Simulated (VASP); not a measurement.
```yaml
crystal:
  lattice:
    - [1.76609, -3.05896, 0.00000]
    - [1.76609, 3.05896, 0.00000]
    - [0.00000, 0.00000, 14.03732]
  atoms:
    - { symbol: Te, position: [0.33333, 0.66667, 0.87934] }
    - { symbol: Te, position: [0.66667, 0.33333, 0.37934] }
    - { symbol: Te, position: [0.66667, 0.33333, 0.12066] }
    - { symbol: Te, position: [0.33333, 0.66667, 0.62066] }
    - { symbol: Mo, position: [0.33333, 0.66667, 0.25000] }
    - { symbol: Mo, position: [0.66667, 0.33333, 0.75000] }
```

Method: optB86b-vdW, VASP's PBE PAW potentials (set 64) (plane waves; VASP). Numerical set-up: 520 eV cut-off, 8×8×2 Γ-centred mesh, tetrahedra with Blöchl corrections, potentials Te Mo_sv.

The cores are frozen, which limits the accuracy of field gradients.

Question: Give the principal components of the electric field gradient (V/Å²) and the asymmetry η at each nucleus.

Answer: 
```csv
atom,Vxx,Vyy,Vzz,η
Te1,85.5,85.5,-171.0,0.00
Te2,85.5,85.5,-171.0,0.00
Te3,85.5,85.5,-171.0,0.00
Te4,85.5,85.5,-171.0,0.00
Mo5,35.8,35.8,-71.7,0.00
Mo6,35.8,35.8,-71.7,0.00
```

The compound is MoTe2 in the 2H layered structure. It was relaxed first.
